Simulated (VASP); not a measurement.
Given:

```
CELL_PARAMETERS angstrom
     -1.42895     1.42895     1.42895
      1.42895    -1.42895     1.42895
      1.42895     1.42895    -1.42895
ATOMIC_POSITIONS crystal
  Fe 0.00000 0.00000 0.00000
```
Starting moments (μB, in the order of the record's atoms Fe): 2.7.

Calculation: r2SCAN meta-GGA, VASP's PBE PAW potentials (set 64) (plane waves; VASP 6.6.1). Run with 520 eV cut-off, 20×20×20 Γ-centred mesh, tetrahedra with Blöchl corrections, potentials Fe.

Q: Give the spin-up energies of bands 1 to 6 at the high-symmetry points, in eV from the Fermi level.

A: 
```json
[
 {"band": "1", "Γ": "-8.51", "H": "-5.31", "N": "-5.37", "P": "-3.79"},
 {"band": "2", "Γ": "-3.04", "H": "-5.31", "N": "-4.05", "P": "-3.79"},
 {"band": "3", "Γ": "-3.04", "H": "-0.73", "N": "-1.78", "P": "-3.79"},
 {"band": "4", "Γ": "-3.04", "H": "-0.73", "N": "-1.66", "P": "-1.63"},
 {"band": "5", "Γ": "-1.83", "H": "-0.73", "N": "-0.48", "P": "-1.63"},
 {"band": "6", "Γ": "-1.83", "H": "10.04", "N": "0.59", "P": "8.52"}
]
```

Q: Give the spin-down energies of bands 1 to 6 at the high-symmetry points, in eV from the Fermi level.

A: 
```tsv
band	Γ	H	N	P
1	-9.15	-2.71	-3.54	-1.61
2	0.35	-2.71	-1.08	-1.61
3	0.35	3.12	0.01	-1.61
4	0.35	3.12	2.41	2.93
5	2.58	3.12	2.87	2.93
6	2.58	10.38	3.43	9.75
```

It has no gap at this level: it comes out as a metal or semimetal.

The compound is Fe in the bcc structure. It was relaxed first.
